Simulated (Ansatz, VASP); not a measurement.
# Cross-check of Zn (Zinc) between VASP and Ansatz

One calculation is typed for both programs; each brings its own data sets. How far apart do they land? The cell is taken from a series of runs on this material, whose earlier steps may have relaxed, scaled, displaced or heated it; both programs get it as it stands.

Main program and level: Ansatz 0.2.0; plane waves, with VASP 6.6.1 beside it; zone-centre phonons at PBEsol.

### Step 1. The structure

Symmetry: P6_3/mmc, No. 194, hexagonal system. The conventional cell has a = 2.617 Å, b = 2.617 Å, c = 4.802 Å, α = 90.00°, β = 90.00°, γ = 120.00°. Nearest to Zn lie 12 Zn at 2.62 to 2.84 Å.

Coordinates:

```xyz
2
Lattice="2.6165 0.0000 0.0000 -1.3083 2.2660 0.0000 0.0000 0.0000 4.8016" Properties=species:S:1:pos:R:3 pbc="T T T"
Zn    0.0000    1.5107    1.2004
Zn    1.3083    0.7553    3.6012
```

### Step 2. VASP: zone-centre phonons, PBEsol, pair 1

Second derivatives magnify differences that forces hide, and they need a tight electronic threshold.

Lines of VASP's logs that name or quote its potential files are left out, and so is its time.

Input file INCAR:

```
SYSTEM = Zn
PREC = Accurate
ENCUT = 500
EDIFF = 1E-08
NELM = 120
ISMEAR = 1
SIGMA = 0.2
LREAL = .FALSE.
ALGO = Normal
GGA = PS
NBANDS = 18
LORBIT = 11
LWAVE = .FALSE.
LCHARG = .FALSE.
ISIF = 2
IBRION = 8
LASPH = .TRUE.
GGA_COMPAT = .FALSE.
KPAR = 2
```

Input file POSCAR:

```
Zn
1.0
    2.6165456265      0.0000000000      0.0000000000
   -1.3082728132      2.2659949827      0.0000000000
    0.0000000000      0.0000000000      4.8016333918
Zn
2
Direct
    0.3333333333      0.6666666667      0.2500000000
    0.6666666667      0.3333333333      0.7500000000
```

Input file KPOINTS:

```
Automatic mesh
0
Gamma
18 18 8
0 0 0
```

Potentials, in the order of the species: Zn (PBE family, release 64).

Started as:

```
mpirun -np 2 vasp_std
```

Numbers of over 12 decimals in the logs are rounded to 6 here.

Log:

```text
[banner, memory and clock lines left out]
running    2 mpi-ranks, on    1 nodes
 distrk:  each k-point on    1 cores,    2 groups
 distr:  one band on    1 cores,    1 groups

 POSCAR found type information on POSCAR Zn
 POSCAR found :  1 types and       2 ions
|                                                                             |
|               ----> ADVICE to this user running VASP <----                  |
|                                                                             |
|     You enforced a specific xc type in the INCAR file but a different       |
|     [... a line on the potential file left out ...]
|     I HOPE YOU KNOW WHAT YOU ARE DOING!                                     |
|                                                                             |

 LDA part: xc-table for (Slater+PW92), standard interpolation
 POSCAR, INCAR and KPOINTS ok, starting setup
 FFT: planning ... GRIDC
 FFT: planning ... GRID_SOFT
 FFT: planning ... GRID
 WAVECAR not read
 entering main loop
       N       E                     dE             d eps       ncg     rms          rms(c)
DAV:   1     0.105748375047E+03    0.10575E+03   -0.12273E+04  6908   0.210E+03
DAV:   2     0.674754024839E+00   -0.10507E+03   -0.10202E+03  6684   0.296E+02
DAV:   3    -0.348086577661E+01   -0.41556E+01   -0.41379E+01  7564   0.675E+01
DAV:   4    -0.350199681346E+01   -0.21131E-01   -0.21125E-01  7332   0.486E+00
DAV:   5    -0.350202317540E+01   -0.26362E-04   -0.26362E-04  7256   0.153E-01    0.477E+00
DAV:   6    -0.319309654566E+01    0.30893E+00   -0.13110E+00  7176   0.251E+01    0.338E+00
DAV:   7    -0.317780206226E+01    0.15294E-01   -0.46648E-02  8516   0.386E+00    0.176E+00
DAV:   8    -0.317028343800E+01    0.75186E-02   -0.20969E-03  9004   0.695E-01    0.560E-02
DAV:   9    -0.317023919424E+01    0.44244E-04   -0.23910E-04  9098   0.220E-01    0.325E-02
DAV:  10    -0.317024373630E+01   -0.45421E-05   -0.21675E-05  6898   0.421E-02    0.289E-03
DAV:  11    -0.317024358684E+01    0.14946E-06   -0.52468E-07  7404   0.117E-02    0.212E-03
DAV:  12    -0.317024330393E+01    0.28291E-06   -0.17107E-08  5534   0.268E-03    0.490E-04
DAV:  13    -0.317024332018E+01   -0.16254E-07   -0.65075E-09  3686   0.119E-03    0.500E-05
DAV:  14    -0.317024332128E+01   -0.11009E-08   -0.12971E-09  3546   0.371E-04
   1 F= -.31702433E+01 E0= -.31703608E+01  d E =0.352320E-03
 Linear response reoptimize wavefunctions to high precision
DAV:   1    -0.317024332382E+01   -0.25357E-08   -0.88390E-11  3618   0.163E-04
DAV:   2    -0.317024332381E+01    0.27285E-11   -0.15512E-11  3516   0.357E-05
 Linear response DOF=           2
 Linear response progress:
  Degree of freedom:   1/  2
       N       E                     dE             d eps       ncg     rms          rms(c)
RMM:   1    -0.200583458001E+00   -0.20058E+00   -0.58295E-03 40376   0.177E+00
RMM:   2    -0.200258494264E+00    0.32496E-03   -0.62672E-04 42968   0.284E-01    0.499E-02
RMM:   3    -0.199827372747E+00    0.43112E-03   -0.40709E-05 52523   0.521E-02    0.283E-02
RMM:   4    -0.199369165960E+00    0.45821E-03   -0.38333E-05 51311   0.485E-02    0.250E-03
RMM:   5    -0.199378817805E+00   -0.96518E-05   -0.45991E-07 53902   0.444E-03    0.134E-03
RMM:   6    -0.199373785937E+00    0.50319E-05   -0.33925E-08 53743   0.136E-03    0.165E-04
RMM:   7    -0.199374741284E+00   -0.95535E-06   -0.14444E-09 54049   0.336E-04    0.428E-05
RMM:   8    -0.199374183229E+00    0.55806E-06    0.29933E-10 54629   0.911E-05    0.657E-06
RMM:   9    -0.199374054692E+00    0.12854E-06    0.14287E-10 54339   0.369E-05    0.161E-06
RMM:  10    -0.199374076416E+00   -0.21724E-07   -0.12379E-09 44408   0.206E-05    0.361E-07
RMM:  11    -0.199374081416E+00   -0.50003E-08    0.30392E-10 32104   0.172E-05    0.156E-07
 first order change of Fermi-energy  -0.13072E-04
 force on displaced ion       1 direction 1 :  -0.745   0.000   0.000
 Linear response progress:
  Degree of freedom:   2/  2
       N       E                     dE             d eps       ncg     rms          rms(c)
RMM:   1    -0.224500207822E+00   -0.22450E+00   -0.87013E-03 13406   0.202E+00
RMM:   2    -0.221476138497E+00    0.30241E-02   -0.13772E-03 13418   0.524E-01    0.501E-02
RMM:   3    -0.221430455537E+00    0.45683E-04   -0.14691E-04 16972   0.755E-02    0.288E-02
RMM:   4    -0.221319878970E+00    0.11058E-03   -0.71393E-05 16972   0.331E-02    0.436E-03
RMM:   5    -0.221304148468E+00    0.15731E-04   -0.16776E-05 17385   0.590E-03    0.137E-03
RMM:   6    -0.221302321356E+00    0.18271E-05   -0.59508E-06 17448   0.163E-03    0.286E-04
RMM:   7    -0.221302343100E+00   -0.21744E-07   -0.12469E-06 16767   0.522E-04    0.649E-05
RMM:   8    -0.221301873181E+00    0.46992E-06   -0.73231E-07 15892   0.146E-04    0.347E-05
RMM:   9    -0.221301189235E+00    0.68395E-06   -0.22535E-07 17493   0.681E-05    0.413E-06
RMM:  10    -0.221301215339E+00   -0.26104E-07   -0.12634E-07 17506   0.264E-05    0.120E-06
RMM:  11    -0.221301206023E+00    0.93166E-08   -0.47456E-08 12652   0.163E-05    0.410E-07
 first order change of Fermi-energy  -0.44644E-05
 force on displaced ion       1 direction 3 :   0.000   0.000  -2.984
 Linear response finished
```

Parts of OUTCAR (step 2):

```text
ion  position               nearest neighbor table
   1  0.333  0.667  0.250-   2 2.84   2 2.84   2 2.84   2 2.84   2 2.84   2 2.84
   2  0.667  0.333  0.750-   1 2.84   1 2.84   1 2.84   1 2.84   1 2.84   1 2.84

  LATTYP: Found a hexagonal cell.
 ALAT       =     2.6165456265
 C/A-ratio  =     1.8351040177

 Subroutine GETGRP returns: Found 24 space group operations
 (whereof 12 operations were pure point group operations)

The static configuration has the point symmetry D_3d.
 The point group associated with its full space group is D_6h.

 Found    185 irreducible k-points:

   k-points           NKPTS =    185   k-points in BZ     NKDIM =    185   number of bands    NBANDS=     18

   dimension x,y,z NGX =    20 NGY =   20 NGZ =   36
   dimension x,y,z NGXF=    40 NGYF=   40 NGZF=   72

   ENCUT  =  500.0 eV  36.75 Ry    6.06 a.u.   4.77  4.77  8.75*2*pi/ulx,y,z

   NELECT =      24.0000    total number of electrons

 k-points in reciprocal lattice and weights: Automatic mesh
   0.00000000  0.00000000  0.00000000       0.000
   0.05555556  0.00000000  0.00000000       0.002
   0.11111111  0.00000000  0.00000000       0.002
   0.16666667 -0.00000000  0.00000000       0.002
   0.22222222  0.00000000  0.00000000       0.002
   0.27777778  0.00000000  0.00000000       0.002
   0.33333333 -0.00000000  0.00000000       0.002
   0.38888889 -0.00000000  0.00000000       0.002
   0.44444444  0.00000000  0.00000000       0.002
[...]
0.33333333  0.27777778  0.50000000       0.005
   0.33333333  0.33333333  0.50000000       0.001

 average (electrostatic) potential at core
       1 -36.4071       2 -36.4071

  Total       -0.0652855     -0.0652855      0.0574524     -0.0000000     -0.0000000      0.0000000
  in kB       -3.6741004     -3.6741004      3.2332756     -0.0000000     -0.0000000      0.0000000
  external PRESSURE =      -1.3716417 kB  Pullay stress =       0.0000000 kB

  energy-cutoff  :      500.00
  volume of cell :       28.47
      direct lattice vectors                 reciprocal lattice vectors
     2.616545627  0.000000000  0.000000000     0.382183284  0.220653622  0.000000000
    -1.308272813  2.265994983  0.000000000     0.000000000  0.441307244  0.000000000
     0.000000000  0.000000000  4.801633392     0.000000000  0.000000000  0.208262464

 POSITION                                       TOTAL-FORCE (eV/Angst)
 -----------------------------------------------------------------------------------
     -0.00000      1.51066      1.20041        -0.000000      0.000000      0.000000
      1.30827      0.75533      3.60123         0.000000     -0.000000      0.000000
 -----------------------------------------------------------------------------------
    total drift:                               -0.000000      0.000000     -0.000000

 Eigenvectors and eigenvalues of the dynamical matrix
 ----------------------------------------------------

   1 f  =    4.722631 THz    29.673169 2PiTHz  157.530030 cm-1    19.531226 meV
             X         Y         Z           dx          dy          dz
     -0.000000  1.510663  1.200408     0.000000    0.000000    0.707107
      1.308273  0.755332  3.601225     0.000000    0.000000   -0.707107

   2 f  =    2.360347 THz    14.830498 2PiTHz   78.732704 cm-1     9.761607 meV
             X         Y         Z           dx          dy          dz
     -0.000000  1.510663  1.200408     0.547141    0.447924   -0.000000
      1.308273  0.755332  3.601225    -0.547141   -0.447924   -0.000000

   3 f  =    2.360347 THz    14.830498 2PiTHz   78.732704 cm-1     9.761607 meV
             X         Y         Z           dx          dy          dz
     -0.000000  1.510663  1.200408     0.447924   -0.547141    0.000000
      1.308273  0.755332  3.601225    -0.447924    0.547141    0.000000

   4 f  =    0.000000 THz     0.000000 2PiTHz    0.000001 cm-1     0.000000 meV
             X         Y         Z           dx          dy          dz
     -0.000000  1.510663  1.200408    -0.006028   -0.135528   -0.693971
      1.308273  0.755332  3.601225    -0.006028   -0.135528   -0.693971

   5 f/i=    0.000000 THz     0.000000 2PiTHz    0.000001 cm-1     0.000000 meV
             X         Y         Z           dx          dy          dz
     -0.000000  1.510663  1.200408     0.165527    0.674442   -0.133151
      1.308273  0.755332  3.601225     0.165527    0.674442   -0.133151

   6 f/i=    0.000000 THz     0.000000 2PiTHz    0.000001 cm-1     0.000000 meV
             X         Y         Z           dx          dy          dz
     -0.000000  1.510663  1.200408    -0.687433    0.163587   -0.025976
      1.308273  0.755332  3.601225    -0.687433    0.163587   -0.025976

 ELASTIC MODULI CONTR FROM IONIC RELAXATION (kBar)
 Direction    XX          YY          ZZ          XY          YZ          ZX
 --------------------------------------------------------------------------------
 XX          -1.3794      1.3794     -0.0000     -0.0000      0.0000     -0.0000
 YY           1.3794     -1.3794      0.0000     -0.0000      0.0000      0.0000
 ZZ          -0.0000      0.0000     -0.0000     -0.0000      0.0000     -0.0000
 XY          -0.0000     -0.0000     -0.0000     -1.3794      0.0000      0.0000
 YZ           0.0000      0.0000      0.0000      0.0000      0.0000      0.0000
 ZX          -0.0000      0.0000     -0.0000      0.0000      0.0000     -0.0000
 --------------------------------------------------------------------------------
```

### Step 3. Ansatz: zone-centre phonons, PBEsol, pair 1

Ansatz runs on its PAW soft_1 files.

The same cell, functional, mesh and smearing now go to Ansatz, which takes its cutoff from its data sets.

Input file input.yaml:

```yaml
crystal:
  lattice:
    - [2.6165456265, 0.0, 0.0]
    - [-1.3082728132, 2.2659949827, 0.0]
    - [0.0, 0.0, 4.8016333918]
  atoms:
    - { symbol: Zn, position: [0.3333333333, 0.6666666667, 0.25] }
    - { symbol: Zn, position: [0.6666666667, 0.3333333333, 0.75] }
kpoints:
  mp_grid: { grid: [18, 18, 8] }
hamiltonian:
  xc: pbesol
  pseudopotentials: { kind: paw, azcp: { folder: soft_1 }, xc_functional: pbe }
scf:
  occupations: { method: methfessel_paxton, width: 0.2 }
output:
  eigenvalues: true
phonons:
  method: dfpt
```

Started as:

```
ansatz run input.yaml --threads 4 --pin off --max-ram 10240MiB --backend cpu --events-out ev --progress --plain --runs-dir out
```

Log:

```text
zone centre: on kpoints.mp_grid the ground state, and the responses unless they are solved on pairs of k-points, stand on 455 of the mesh's 2592 k-points, reduced under 4 symmetry operations, with k and −k counted as one. Each operation leaves every solved displacement unchanged or reverses it
Engine: ansatz 0.2.0, aarch64-unknown-linux-gnu
Pseudopotentials: kind: paw
Pseudopotential: Zn, paw, valence charge 12, recommended cutoff 420 eV (normal), soft_1/Zn.paw.azcp
Functional definition: PBEsol
  exchange = pbesol_x
  correlation = pbesol_c
Crystal: 2 atoms, lattice volume = 28.469 Å³
Basis set: ecut = 420 eV, 563 PW (Γ), exchange–correlation on 36×36×72 points (8 copies of the dense FFT grid, shifted against one another)
Bands: 16, of which v1, the nominal top of the filled ones, is band 12 counted from 1 (11 counted from 0)
Symmetry: 24 space group operations
k-points: 455 of 2592 (irreducible under 4 space group operations, time reversal used)
Non-local potential: Zn, projectors of the file, l = 0: 2, l = 1: 2, l = 2: 3, l = 3: 1
PAW form: soft (Blöchl's): semilocal exchange-correlation on the pseudo side does not see the compensation charge
PAW frozen core: Zn, regenerated for the run's functional, and the local potential with it (the file was generated under x = pbe(κ = 0.804, μ = 0.219515), c = pbe(β = 0.066725))
PAW one-centre angular grid: Zn, 590 points (default); XC on 64 Gauss nodes
Initial density: superposition of atomic densities (chi_scale 0.1, normalization cell)
Initial wavefunctions: pseudopotential atomic-orbital guess
Functional: x = pbesol(κ = 0.804, μ = 0.123457), c = pbesol(β = 0.046)
SCF iter   1: F=—  HF=-6562.119559 eV  |F-HF|=—  |Δ(HF+E_count)|=         —  Δρ=6.87e-2  dr2=1.01e0  ethr=3.10e-3  ⟨swp⟩=5.7  Hψ=42937  notcnv=0
preconditioner: auto → none  [metal: Δε(μ)=0.034 eV  Ē_g=12.720 eV  σ=0.200 eV  W_gap=0.14  n_scr=4 (ndim 8)  ℏωp=34.1 eV  f_vac=0.000  D(μ)=0.41/eV (n_scr^D=2)  sad-step TF]
SCF iter   2: F=—  HF=-6561.868118 eV  |F-HF|=—  |Δ(HF+E_count)|=   2.51e-1  S|Δr|=    0.00e0  Δρ=2.46e-2  dr2=8.26e-2  ethr=3.10e-3  ⟨swp⟩=2.0  Hψ=17979  notcnv=0  defer=7
SCF iter   3: F=—  HF=-6561.815240 eV  |F-HF|=—  |Δ(HF+E_count)|=   5.29e-2  S|Δr|=    0.00e0  Δρ=1.09e-2  dr2=2.43e-2  ethr=3.44e-4  ⟨swp⟩=2.0  Hψ=16722  notcnv=0  defer=7
SCF iter   4: F=—  HF=-6561.812936 eV  |F-HF|=—  |Δ(HF+E_count)|=   2.30e-3  S|Δr|=    0.00e0  Δρ=5.26e-3  dr2=2.34e-3  ethr=1.01e-4  ⟨swp⟩=2.1  Hψ=11745  notcnv=0  defer=7
SCF iter   5: F=—  HF=-6561.813894 eV  |F-HF|=—  |Δ(HF+E_count)|=   9.58e-4  S|Δr|=    0.00e0  Δρ=6.16e-4  dr2=3.24e-5  ethr=9.74e-6  ⟨swp⟩=2.0  Hψ=12691  notcnv=0  defer=7
SCF iter   6: F=—  HF=-6561.813903 eV  |F-HF|=—  |Δ(HF+E_count)|=   8.62e-6  S|Δr|=    0.00e0  Δρ=5.82e-5  dr2=3.44e-7  ethr=1.35e-7  ⟨swp⟩=2.0  Hψ=12715  notcnv=0  defer=7
SCF iter   7: F=—  HF=-6561.813903 eV  |F-HF|=—  |Δ(HF+E_count)|=   5.02e-7  S|Δr|=    0.00e0  Δρ=2.51e-6  dr2=8.18e-10  ethr=1.43e-9  ⟨swp⟩=2.0  Hψ=12456  notcnv=0  defer=7
SCF iter   8: F=-6561.813903 eV  HF=-6561.813903 eV  |F-HF|=9.09e-13  |Δ(HF+E_count)|=  4.37e-11  S|Δr|=    0.00e0  Δρ=1.20e-7  dr2=1.74e-12  ethr=1.00e-12  ⟨swp⟩=5.4  Hψ=43477  notcnv=0
SCF 1 converged in 8 iterations: F = -6561.813903 eV  dr2 = 1.74e-12
  greatest PAW one-centre occupation: 0.981 electrons in one spin orbital (limit 2), on the Zn atom at site 1 (counted from 0), in its partial waves of l = 2
DFPT response loops at Γ: preconditioner auto → Kerker (q_TF=auto, 2.652 Å⁻¹) (partly filled bands, converged f_vac=0.000); β = 1.00, the filter's whole step (`scf.mixing.beta` (0.50) is not read by the response loops under this deck's `scf.mixing.preconditioner`; to damp them name `kerker` or `kerker_dos`, under which they read `scf.mixing.beta`, and type it under 1.00, their step now; both keys bind the ground state too); Broyden in place of MSR1
SCF converged after 8 iterations
Stability not checked: this state was not tested for a lower state beside it, because cold or Methfessel-Paxton smearing, or corrected tetrahedra, fill the levels in a way that the test cannot read (fill_not_monotonic; see scf.lower_state_search)
Free energy (F): -6561.813903 eV
Harris-Foulkes:  -6561.813903 eV  (|F-HF|=9.09e-13)
Internal energy: -6561.814274 eV  (E = F + TS)
E sigma→0 (E₀):  -6561.813996 eV
Entropy (-TS):   0.000370 eV (0.185 meV/atom)
Fermi energy:    11.980678 eV
--- Per-component energies (eV) ---
  E_band       = 112.777276
  E_kinetic    = 296.693129
  E_local      = -3431.455984  (includes V_loc(G=0)·N_el)
  E_nonlocal   = 1635.127479
  E_hartree    = 1274.585830
  E_xc         = -156.966557
  E_vxc        = -104.624053  (∫ρ·V_xc dr)
  E_paw        = -3715.567590  (= ΣΔE_a)
  E_vpaw       = -832.134500  (= ΣTr[D̂ρ^β])
  E_aug_tail   = -0.000472  (compensation charges beyond the density's cutoff)
  E_ewald      = -2465.824821
  E_core_change = 1.594712  (= ΣΔE_core)
  E_smearing   = 0.000370  (= −TS)
  E_closure    = -0.000000  (closes the sum)
  Σ components = -6561.813903   (vs F -6561.813903, Δ=0.00e0)
--- Band table (eV; the first three rows and the last of 455) ---
  k-point 0: bands = [... 8 lower, 4.4493, 4.7001, 4.7001, 7.8988, 9.0057, 26.3464, 29.7794, 29.7794]
  k-point 1: bands = [... 8 lower, 4.4631, 4.6937, 4.6937, 6.7808, 10.3449, 24.6479, 29.8819, 29.8819]
  k-point 2: bands = [... 8 lower, 4.4997, 4.6744, 4.6744, 5.5007, 12.3077, 22.0015, 30.1818, 30.1818]
  k-point 454: bands = [... 8 lower, 4.7626, 4.7626, 8.9976, 8.9976, 15.8492, 15.8492, 17.4526, 17.4526]
--- Phonons (Γ-DFPT): 2 representative perturbations + reference, on 455 of 2592 k-points (Σ response iterations 7) ---
  k mesh reduced under 4 symmetry operations, with k and −k counted as one. Each operation leaves every solved displacement unchanged or reverses it
  ASR residual: 3.859e-5 → 0.000e0 eV/Å²; symmetrization residual: 2.478e-10 eV/Å²
  ASR residual per site (eV/Å²): 3.86e-5 3.86e-5
  Γ frequencies (cm⁻¹): 0.00 0.00 0.00 75.94 75.94 154.11
  non-analytic LO–TO correction: not included (Born effective charges unavailable; polar crystals: no LO–TO splitting at Γ)
```

### Step 4. Side by side

Known differences besides the potentials themselves: the cutoff is 420 eV in Ansatz and 500 eV in VASP; Ansatz makes its cores anew for this functional, VASP keeps those of its PBE data sets. Total energies have different zeros and are not compared.

The two programs side by side:

```tsv
quantity	Ansatz	VASP	difference
optical mode 1 to 2 (cm⁻¹)	75.9	78.7	-3.55 %
optical mode 3 (cm⁻¹)	154.1	157.5	-2.17 %
```

Modes are paired by rising frequency, not by their patterns, so a pair may set unlike modes beside each other; they are those without the splitting of longitudinal modes.

(Continued in part 2 of 2.)

[Lines on the potential files, build, host, timing and source positions are cut from VASP's logs without a mark.]

[Logs are printed without paths, hosts, clocks, repeated set-up lines and the standing remarks that a program may print on its own settings, such as how far it seeks lower states.]

[Hosts, paths, dates, database ids (printed as entryN), source tags and the programs' standing remarks are cut or masked in the printed files.]
